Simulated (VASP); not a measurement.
Data:

```
Cr
1.0
    2.91705     0.00000     0.00000
    0.00000     2.91705     0.00000
    0.00000     0.00000     2.96147
Cr
2
Direct
  0.00000   0.00000   0.00000
  0.50000   0.50000   0.50000
```
Starting moments (μB, in the order of the record's atoms Cr Cr): 2.7 -2.7.

Method: r2SCAN meta-GGA, VASP's PBE PAW potentials (set 64) (plane waves; VASP). Settings: 480 eV cut-off, 12×12×12 Γ-centred mesh, first-order Methfessel-Paxton smearing of 0.10 eV, potentials Cr_pv.

Q: What does the run give for the cell moment, energy per atom (σ→0), pressure, band gap (on the k-mesh) with the smallest direct gap where there is one?

A: 
```yaml
band gap (on the k-mesh): none (metal, semimetal or under 0.01 eV)
cell_moment: 0.00 μB
energy per atom (σ→0): -15.066 eV/atom
pressure: 3.52 GPa
```

Q: Give the moment on each site (PAW-sphere projection).

A: 
| site | moment (μB) |
|---|---|
| Cr1 | 2.55 |
| Cr2 | -2.55 |

The absolute energy has meaning only against runs of the same code, potentials and settings.

The compound is Cr in the bcc, AFM order structure. This cell was strained or had an atom moved on purpose.
